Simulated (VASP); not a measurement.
Given:

```
CELL_PARAMETERS angstrom
      3.41975     0.00000     0.00000
      0.00000     3.41975     0.00000
      0.00000     0.00000     3.41975
ATOMIC_POSITIONS crystal
  Ta 0.03509 0.01462 0.00000
  Te 0.50000 0.50000 0.50000
```

These are PBE GGA, VASP's PBE PAW potentials (set 64) (plane waves; VASP 6.6.1) values and carry that method's errors. Numerical set-up: 400 eV cut-off, 6×6×6 Γ-centred mesh, Gaussian smearing of 0.050 eV, potentials Ta_pv Te.

Problem. The ions are relaxed. Which structure does the run end with?

Solution. 
```
CELL_PARAMETERS angstrom
      3.41975     0.00000     0.00000
      0.00000     3.41975     0.00000
      0.00000     0.00000     3.41975
ATOMIC_POSITIONS crystal
  Ta 0.01736 0.00733 0.00000
  Te 0.51773 0.50729 0.50000
```
Space group Pm-3m (221), at a tolerance of 0.03 Å.

Problem. How much energy does the relaxation gain?

Solution. The energy (σ→0) changes by -17.3 meV/atom, in 3 ionic steps.

```
step  E(σ→0) (eV)  max force (eV/Å)  pressure (GPa)  volume (Å³)
----  -----------  ----------------  --------------  -----------
1        -14.4933             0.567            0.80        39.99
2        -14.5169             0.303            0.24        39.99
3        -14.5279             0.005           -0.07        39.99
```

The structure was generated: TaTe was put into the CsCl type (Pm-3m), which need not be its known phase. This run relaxes the ions in a fixed cell. Symmetry was kept, so distortions that lower it aren't found. The k-mesh is coarse (spacing up to 0.31 per Å, 2π included), so the numbers may not be converged in it. The electron count is odd and the run is not spin-polarised, which forces a metal.
